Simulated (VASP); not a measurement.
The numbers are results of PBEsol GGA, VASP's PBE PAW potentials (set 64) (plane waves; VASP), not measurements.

VASP input:

File POSCAR:
```
Bi
1
    4.0510408851    -2.2389061413    -0.0161758283
    4.0510408851     2.2389061413    -0.0161758283
    2.8283491514     0.0000000000     3.6639235402
Bi
2
Direct
  0.2365934577   0.2365934577   0.2365934577
  0.7634065423   0.7634065423   0.7634065423
```

### INCAR
```
SIGMA=0.1
GGA=PS
PREC=Accurate
IBRION=2
ISMEAR=1   # Methfessel-Paxton
SYSTEM=Bi
LREAL=.FALSE.   # projection in real space or not
ENCUT=520
NSW=30
EDIFF=1E-7   # SCF stop (eV)
LWAVE=.FALSE.
ALGO=Normal   # blocked Davidson
LMAXMIX=4   # l cut-off of mixed one-centre charges
ISIF=4   # ions and shape, fixed volume
LCHARG=.FALSE.
NELM=100
EDIFFG=-0.01   # ionic stop
LASPH=.TRUE.   # aspherical one-centre terms
```

KPOINTS:
```
kpoints
0
gamma
  10 10 10
```

POTCAR, in this order: Bi_d (PBE.64 set). Program: vasp_std.

Unless said otherwise, spin-orbit coupling is left out, though it shifts the bands of the heavy elements here.

Problem. Estimate the energy per atom (σ→0), band gap (on the k-mesh).

Solution. 
```yaml
energy per atom (σ→0): -4300 meV/atom
band gap (on the k-mesh): none (metal, semimetal or under 0.01 eV)
```

File OSZICAR:
```
...
       N       E                     dE             d eps       ncg     rms          rms(c)
DAV:   1    -0.860083404319E+01   -0.75875E-03   -0.35408E-02  4707   0.156E+00    0.141E-01
DAV:   2    -0.860040308383E+01    0.43096E-03   -0.14809E-03  6319   0.680E-01    0.907E-02
DAV:   3    -0.860009390224E+01    0.30918E-03   -0.48166E-04  5689   0.529E-01    0.920E-03
DAV:   4    -0.860010787626E+01   -0.13974E-04   -0.17680E-04  4723   0.179E-01    0.458E-03
DAV:   5    -0.860010813810E+01   -0.26183E-06   -0.59818E-06  5527   0.263E-02    0.191E-03
DAV:   6    -0.860010805535E+01    0.82745E-07   -0.31879E-07  3836   0.123E-02
   6 F= -.86001081E+01 E0= -.86001762E+01  d E =-.152369E-03
```

The compound is Bi in the a7 structure. This cell is one point of a volume scan, at 0.97 of the reference volume. Symmetry was kept, so distortions that lower it aren't found.
